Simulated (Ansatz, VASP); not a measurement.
# Cross-check of Li (Lithium) between VASP and Ansatz, part 2 of 2

One calculation is typed for both programs; each brings its own data sets. How far apart do they land? The two relaxations start from unlike cells of this crystal (the structure described is Ansatz's start), so only their ends are compared.

VASP 6.6.1 and Ansatz 0.2.0.

So far: Starting point; Ansatz: relaxation of cell and atoms, PBEsol with D3(BJ); VASP: relaxation of cell and atoms, PBEsol with D3(BJ); Differences.

## 5. Ansatz: relaxation of cell and atoms, BLYP with D3(BJ)

Level of this step: Ansatz beside VASP: Kohn-Sham DFT, plane waves, BLYP with D3(BJ) (Ansatz).

The relaxed volume is the usual yardstick between codes: in a stiff, nearly cubic crystal its relative difference is about their pressure difference at one cell divided by the bulk modulus.

The two relaxations start from unlike cells of this crystal, so only their ends are compared.

input.yaml

```yaml
crystal:
  lattice:
    - [-1.75465, 1.75465, 1.75465]
    - [1.75465, -1.75465, 1.75465]
    - [1.75465, 1.75465, -1.75465]
  atoms:
    - { symbol: Li, position: [0.0, 0.0, 0.0] }
kpoints:
  mp_grid: { grid: [14, 14, 14] }
hamiltonian:
  xc: blyp
  dispersion: d3bj
scf:
  occupations: { method: gaussian, width: 0.1 }
output:
  forces: true
  stress: true
  eigenvalues: true
relax:
  adjacent_minimum: "off"
  f_tol: 0.005
  max_steps: 60
  cell: { stress_tol: 0.03 }
```

Started as:

```
$ ansatz run input.yaml --threads 2 --pin off --max-ram 5120MiB --backend cpu --events-out ev --progress --plain --runs-dir out
```

Numbers of over 12 decimals in the logs are rounded to 6 here.

What it wrote:

```text
[...]
Crystal: 1 atoms, lattice volume = 21.609 Å³
Basis set: ecut = 420 eV, 429 PW (Γ), exchange–correlation on 48×48×48 points (8 copies of the dense FFT grid, shifted against one another)
Bands: 6, of which v1, the nominal top of the filled ones, is band 2 counted from 1 (1 counted from 0)
Symmetry: 48 space group operations
[...]
k-points: 104 of 2744
[...]
0.000000       0.000000       0.016652
  P = ⅓ Tr σ = 0.0167 GPa (0.167 kbar)
--- Band table (eV; the first three rows and the last of 104) ---
[...]
--- Relaxed structure (5 steps of the walk, 5 accepted, 1 SCFs on fresh bases) ---
[...]
cell:  # Å, volume = 15.7635 Å³
    - [-1.579542, 1.579542, 1.579542]
    - [1.579542, -1.579542, 1.579542]
    - [1.579542, 1.579542, -1.579542]
  atoms:
    - { symbol: Li, position: [0.0, 0.0, 0.0] }
[key lines of the parts left out:]
SCF converged after 5 iterations
Free energy (F): -205.367916 eV
Fermi energy:    2.341275 eV
```

## 6. VASP: relaxation of cell and atoms, BLYP with D3(BJ)

Its own start cell and the same functional (in two slightly different forms), mesh and smearing now go to VASP, with its own data sets.

INCAR

```
SYSTEM = Li
PREC = Accurate
ENCUT = 750
EDIFF = 1E-07
NELM = 120
ISMEAR = 0
SIGMA = 0.1
LREAL = .FALSE.
ALGO = Normal
GGA = B5
ALDAX = 1
AGGAX = 1
AGGAC = 1
ALDAC = 0
IVDW = 12
VDW_S6 = 1
VDW_S8 = 2.6996
VDW_A1 = 0.4298
VDW_A2 = 4.2359
NBANDS = 7
LORBIT = 11
LWAVE = .FALSE.
LCHARG = .FALSE.
ISIF = 3
IBRION = 2
NSW = 80
EDIFFG = -0.005
LASPH = .TRUE.
GGA_COMPAT = .FALSE.
NELMIN = 4
```

POSCAR

```
Li
1.0
   -1.5805920217      1.5805920217      1.5805920217
    1.5805920217     -1.5805920217      1.5805920217
    1.5805920217      1.5805920217     -1.5805920217
Li
1
Direct
    0.0000000000      0.0000000000      0.0000000000
```

KPOINTS

```
Automatic mesh
0
Gamma
14 14 14
0 0 0
```

Potentials, in the order of the species: Li_sv (PBE family, release 64).

Started as:

```
$ mpirun -np 1 vasp_std
```

What it wrote:

```text
[banner, memory and clock lines left out]
running    1 mpi-ranks, on    1 nodes
[...]
[... a notice as in an earlier step ...]

 LDA part: xc-table for (Slater(with rela. corr.)+VWN5), standard interpolation
 POSCAR, INCAR and KPOINTS ok, starting setup
[...]
entering main loop
       N       E                     dE             d eps       ncg     rms          rms(c)
DAV:   1     0.101960958605E+01    0.10196E+01   -0.89981E+02  1477   0.379E+02
DAV:   2    -0.141241452123E+01   -0.24320E+01   -0.23513E+01  2086   0.459E+01
DAV:   3    -0.150094300670E+01   -0.88528E-01   -0.88506E-01  1736   0.611E+00
DAV:   4    -0.150192063889E+01   -0.97763E-03   -0.97755E-03  1981   0.648E-01
[...]
DAV:  10    -0.150825904031E+01   -0.31876E-06   -0.36530E-07  1904   0.439E-03    0.676E-04
DAV:  11    -0.150825924646E+01   -0.20614E-06   -0.56223E-07  1624   0.415E-03    0.647E-05
DAV:  12    -0.150825926570E+01   -0.19238E-07   -0.43241E-09   861   0.483E-04
   1 F= -.19939903E+01 E0= -.19922415E+01  d E =-.199399E+01
[...]
DAV:   5    -0.150741291017E+01    0.37345E-06   -0.40930E-08  1218   0.174E-03    0.103E-04
DAV:   6    -0.150741296815E+01   -0.57974E-07   -0.41422E-09   735   0.636E-04
   2 F= -.19940045E+01 E0= -.19922550E+01  d E =-.141849E-04
 trial-energy change:   -0.000014  1 .order   -0.000018   -0.000021   -0.000015
 step:   3.5948(harm=  3.5948)  dis= 0.00000  next Energy=    -1.994028 (dE=-0.378E-04)
[...]
N       E                     dE             d eps       ncg     rms          rms(c)
DAV:   1    -0.150525369245E+01    0.21592E-02   -0.20087E-03  1666   0.325E-01    0.898E-02
DAV:   2    -0.150520546081E+01    0.48232E-04   -0.48721E-05  1862   0.837E-02    0.512E-02
DAV:   3    -0.150517985674E+01    0.25604E-04   -0.52405E-05  2373   0.333E-02    0.431E-03
DAV:   4    -0.150518016908E+01   -0.31235E-06   -0.66124E-07  1561   0.937E-03    0.913E-04
DAV:   5    -0.150517927578E+01    0.89331E-06   -0.29492E-07  2093   0.439E-03    0.167E-04
DAV:   6    -0.150517941671E+01   -0.14093E-06   -0.57834E-09   756   0.728E-04    0.302E-04
DAV:   7    -0.150517939991E+01    0.16802E-07   -0.19061E-09   728   0.477E-04
   3 F= -.19940152E+01 E0= -.19922639E+01  d E =-.249145E-04
[...]
reached required accuracy - stopping structural energy minimisation
```

OUTCAR, selected parts (step 6):

```text
 Edisp (eV)   -0.48659

 Edisp (eV)   -0.48884

  Total      -0.00030    -0.00030    -0.00030     0.00000     0.00000     0.00000
  in kB      -0.03036    -0.03036    -0.03036     0.00000     0.00000     0.00000
  external pressure =       -0.03 kB  Pullay stress =        0.00 kB

 POSITION                                       TOTAL-FORCE (eV/Angst)
 -----------------------------------------------------------------------------------
     -0.00000      0.00000      0.00000        -0.000000      0.000000     -0.000000
 -----------------------------------------------------------------------------------
    total drift:                                0.000000      0.000000     -0.000000

  FREE ENERGIE OF THE ION-ELECTRON SYSTEM (eV)
  ---------------------------------------------------
  free  energy   TOTEN  =        -1.9940152021 eV

  energy  without entropy=       -1.9905125016  energy(sigma->0) =       -1.99226385

[... 2 parts as in an earlier step ...]

[... 2 further parts left out ...]
[key lines of the parts left out:]
E-fermi :   1.8437
```

## 7. Comparison

What differs besides the data sets and the points named for the pairs above, as far as they apply: VASP's log shows a relativistic correction to its local exchange, Ansatz's none. Total energies have different zeros and are not compared.

The two programs side by side:

```tsv
quantity	Ansatz	VASP	difference
volume (Å³)	15.76	15.70	+0.43 %
edge a after relaxation, in the typed setting (Å)	2.736	2.732	+0.14 %
```

## 8. Summary of results

| Quantity | Value |
| --- | --- |
| difference in volume (relaxation of cell and atoms, PBEsol with D3(BJ)) | 0.74 % |
| difference in volume (relaxation of cell and atoms, BLYP with D3(BJ)) | 0.43 % |

The difference in volume is 0.74 % (relaxation of cell and atoms, PBEsol with D3(BJ)), within the 1.2 % picked in this series as the mark of a large difference, as far as the stopping tolerances let one tell. 1 further pair of this series is not shown here. Such differences can come from data sets, numerical settings and the points named under the comparisons, not from the functional's error against experiment.

[Lines on the potential files, build, host, timing and source positions are cut from VASP's logs without a mark.]

[Logs are printed without paths, hosts, clocks, repeated set-up lines and the standing remarks that a program may print on its own settings, such as how far it seeks lower states.]

[Hosts, paths, dates, database ids (printed as entryN), source tags and the programs' standing remarks are cut or masked in the printed files.]
